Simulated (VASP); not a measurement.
# Mg3CdSe2O2 in VASP: further runs, part 2 of 2

VASP 6.6.1.

## Step 3: Relaxation of cell and atoms, PBE

This run uses another cell than the first one, of 20.06 Å³/atom, 1.052 times its volume.

INCAR reads:

```
PREC = Normal
ENCUT = 520
EDIFF = 1E-4
ISMEAR = 0
SIGMA = 0.15
LREAL = False
LASPH = True
NELM = 60
ALGO = Fast
ISIF = 3
LWAVE = False
LCHARG = False
GGA = PE
IBRION = 2
NSW = 24
EDIFFG = -0.08
KPAR = 2
```

KPOINTS reads:

```
regular mesh
0
Gamma
  4 4 2
```

POSCAR reads:

```
Mg3CdSe2O2
1.0
    4.7972197500      0.0000000000      0.0000000000
   -2.3986098700      4.1545141700      0.0000000000
    0.0000000000      0.0000000000      8.0533904800
Mg Cd Se O
3 1 2 2
Direct
    0.2057685500      0.7942314500      0.0000000000
    0.2057685500      0.4115370900      0.0000000000
    0.5884629100      0.7942314500      0.0000000000
    0.6666666700      0.3333333300      0.0000000000
    0.0000000000      0.0000000000      0.0000000000
    0.0000000000      0.0000000000      0.5000000000
    0.3333333300      0.6666666700      0.2039867900
    0.3333333300      0.6666666700      0.7960132100
```

Potentials or basis: VASP PAW PBE potentials, release 64 (Mg, Cd, Se, O).

The run is started by

```
$ cat potpaw_PBE.64/Mg/POTCAR potpaw_PBE.64/Cd/POTCAR potpaw_PBE.64/Se/POTCAR potpaw_PBE.64/O/POTCAR > POTCAR
$ mpirun -np 2 vasp_std > vasp.out
```

OUTCAR:

```text
PREC = Normal
   ENCUT = 520
   EDIFF = 1E-4
   ISMEAR = 0
   LREAL = False
   LASPH = True
   NELM = 60
   ISIF = 3
   GGA = PE
   IBRION = 2
   NSW = 24
   EDIFFG = -0.08

 ion  position               nearest neighbor table
   1  0.206  0.794  0.000-   5 1.71   2 1.84   3 1.84   7 1.96   8 1.96   4 2.42   4 2.42   2 2.96
                             3 2.96
   2  0.206  0.412  0.000-   5 1.71   1 1.84   3 1.84   7 1.96   8 1.96   4 2.42   4 2.42   1 2.96
                             3 2.96
   3  0.588  0.794  0.000-   5 1.71   1 1.84   2 1.84   7 1.96   8 1.96   4 2.42   4 2.42   1 2.96
                             2 2.96
   4  0.667  0.333  0.000-   3 2.42   3 2.42   2 2.42   2 2.42   1 2.42   1 2.42   5 2.77   5 2.77
                             5 2.77
   5  0.000  0.000  0.000-   2 1.71   3 1.71   1 1.71   4 2.77   4 2.77   4 2.77
   6  0.000  0.000  0.500-
   7  0.333  0.667  0.204-   1 1.96   2 1.96   3 1.96
   8  0.333  0.667  0.796-   1 1.96   2 1.96   3 1.96

  LATTYP: Found a hexagonal cell.
 ALAT       =     4.7972197500
 C/A-ratio  =     1.6787620538

  Lattice vectors:

 A1 = (   4.7972197500,   0.0000000000,   0.0000000000)
 A2 = (  -2.3986098700,   4.1545141700,   0.0000000000)
 A3 = (   0.0000000000,   0.0000000000,   8.0533904800)

Analysis of symmetry for initial positions (statically):
=====================================================================
 Subroutine PRICEL returns:
 Original cell was already a primitive cell.

 Routine SETGRP: Setting up the symmetry group for a
 hexagonal supercell.

 Subroutine GETGRP returns: Found 12 space group operations
 (whereof 12 operations were pure point group operations)
[... 282 lines left out ...]
  free  energy   TOTEN  =       -12.1907464443 eV

  energy  without entropy=      -12.0630767863  energy(sigma->0) =      -12.12691162

 E-fermi :   0.0190     XC(G=0):  -7.3769

 val. band max:        0.0023401299   @ k =   0.0000   0.0000   0.0000
 cond. band min:       0.8696773021   @ k =   0.2500   0.0000   0.0000
 fundamental gap:      0.8673371721
 Fermi energy:         0.0190308809

 k-point     1 :       0.0000    0.0000    0.0000
  band No.  band energies     occupation
      1     -17.1253      2.00000
      2     -16.1113      2.00000
      3     -13.4377      2.00000
      4     -10.4110      2.00000
      5      -8.7089      2.00000
      6      -8.7087      2.00000
[... 221 lines left out ...]
     25       2.6352      0.00000
     26       4.1475      0.00000

[... ionic steps 4 to 18 ...]

--------------------------------------- Ionic step       19  -------------------------------------------

 number of electron      41.9999989 magnetization

------------------------ aborting loop because EDIFF is reached ----------------------------------------
[... 79 lines left out ...]
--------------------------------------- Ionic step       21  -------------------------------------------

 number of electron      42.0000000 magnetization

 Free energy of the ion-electron system (eV)
  ---------------------------------------------------
  ext. energy  EPLUGINS =         0.00000000
  ---------------------------------------------------
  free energy    TOTEN  =       -25.68593797 eV

  energy without entropy =      -25.57677277  energy(sigma->0) =      -25.63135537

 E-fermi :  -0.1567     XC(G=0):  -7.3748

 val. band max:       -0.1628653535   @ k =   0.0000   0.0000   0.0000
 cond. band min:       0.8642373154   @ k =   0.2500   0.0000   0.0000
 fundamental gap:      1.0271026688
 Fermi energy:        -0.1566923844

 k-point     1 :       0.0000    0.0000    0.0000
  band No.  band energies     occupation
      1     -17.0058      2.00000
      2     -16.1588      2.00000
      3     -13.4709      2.00000
      4     -10.6467      2.00000
      5      -8.7373      2.00000
      6      -8.7371      2.00000
[... 256 lines left out ...]
  FREE ENERGIE OF THE ION-ELECTRON SYSTEM (eV)
  ---------------------------------------------------
  free  energy   TOTEN  =       -25.6859379712 eV

  energy  without entropy=      -25.5767727729  energy(sigma->0) =      -25.63135537

 reached required accuracy - stopping structural energy minimisation
```

Wall time 3.1 min (2 MPI ranks of Intel Xeon Platinum 8488C (Sapphire Rapids), shared host); peak memory 0.21 GiB.

Results:

```yaml
Free_energy: -25.6859 eV
Relaxed_volume: 27.25 Å³/atom
Relaxed_cell: a = 6.614 Å, b = 6.614 Å, c = 5.755 Å, α = 90.00°, β = 90.00°, γ = 120.00°
Space_group_after_relaxing_to_0.05_Å: P-6m2 (No. 187)
Energy_gained_by_relaxing: 3975.3 meV/atom
Ionic_steps: 21
Pressure_after_relaxing: 0.1 GPa
Largest_force_after_relaxing: 0.030 eV/Å
Band_gap_on_the_k_mesh: none (metal or under the smearing width)
```

Forces on the atoms (eV/Å):
```
Mg   0.022 -0.012  0.000
Mg   0.000  0.025  0.000
Mg  -0.022 -0.012  0.000
Cd   0.000  0.000  0.000
Se   0.000  0.000  0.000
Se   0.000  0.000  0.000
O    0.000  0.000  0.030
O    0.000  0.000 -0.030
```

The path:
| step | energy change (eV) | largest force (eV/Å) | pressure (GPa) | volume (Å³) |
| --- | --- | --- | --- | --- |
| 1 | 0.0000 | 9.1040 | 68.16 | 160.51 |
| 2 | -7.8090 | 22.4567 | -3.77 | 408.08 |
| 3 | -18.3073 | 21.4599 | 10.14 | 257.42 |
| 4 | -5.1736 | 2.7268 | -21.11 | 475.93 |
| 5 | -28.0649 | 3.1445 | -9.29 | 333.71 |
| 6 | -29.1507 | 3.2732 | -7.12 | 316.55 |
| 7 | -29.5220 | 3.2710 | -4.64 | 299.94 |
| 8 | -30.8304 | 0.8155 | 0.03 | 266.07 |
| 9 | -30.8438 | 0.8393 | 0.62 | 262.95 |
| 10 | -31.0220 | 0.5201 | -0.78 | 262.80 |
| 11 | -31.0401 | 0.7798 | -1.38 | 262.68 |
| 12 | -31.2176 | 0.7741 | -1.17 | 255.03 |
| 13 | -31.4991 | 2.1634 | -0.41 | 231.38 |
| 14 | -31.5825 | 1.8496 | -0.01 | 227.11 |
| 15 | -31.6244 | 1.6227 | -0.26 | 223.94 |
| 16 | -31.6489 | 1.2108 | 0.18 | 217.61 |
| 17 | -31.7275 | 0.7544 | -0.15 | 218.09 |
| 18 | -31.7829 | 0.5239 | -0.62 | 219.28 |
| 19 | -31.7900 | 0.4894 | -0.33 | 218.99 |
| 20 | -31.8003 | 0.2013 | -0.21 | 218.42 |
| 21 | -31.8025 | 0.0304 | 0.07 | 218.02 |

Final structure:
```
CELL_PARAMETERS angstrom
6.61388 0.00000 0.00000
-3.30694 5.72779 0.00000
0.00000 0.00000 5.75503
ATOMIC_POSITIONS crystal
Mg 0.20501 0.79499 0.00000
Mg 0.20501 0.41002 0.00000
Mg 0.58998 0.79499 0.00000
Cd 0.66667 0.33333 0.00000
Se 0.00000 0.00000 0.00000
Se 0.00000 0.00000 0.50000
O 0.33333 0.66667 0.22053
O 0.33333 0.66667 0.77947
```

Levels at points of the mesh, in eV from the Fermi level:
| k point | band 18 | band 19 | band 20 | band 21 | band 22 | band 23 | band 24 | band 25 |
| --- | --- | --- | --- | --- | --- | --- | --- | --- |
| (0.00, 0.00, 0.00) | -1.63 | -0.10 | -0.01 | -0.01 | 1.56 | 1.56 | 3.39 | 3.68 |
| (0.50, 0.00, 0.00) | -1.64 | -0.10 | -0.05 | -0.02 | 1.05 | 2.00 | 3.19 | 3.62 |
| (0.00, 0.00, 0.50) | -1.51 | -0.71 | -0.46 | -0.46 | -0.31 | 1.61 | 1.61 | 2.35 |
| (0.50, 0.00, 0.50) | -1.37 | -0.91 | -0.42 | -0.41 | -0.32 | 1.17 | 2.07 | 2.85 |

Caveat: the k mesh is coarse (spacing up to 0.39 Å⁻¹), so the values aren't converged; the volume moved by over 15 % at a fixed basis, so the end points are rough; the relaxation stopped at a loose force limit of 0.08 eV/Å, so its end isn't a converged minimum.
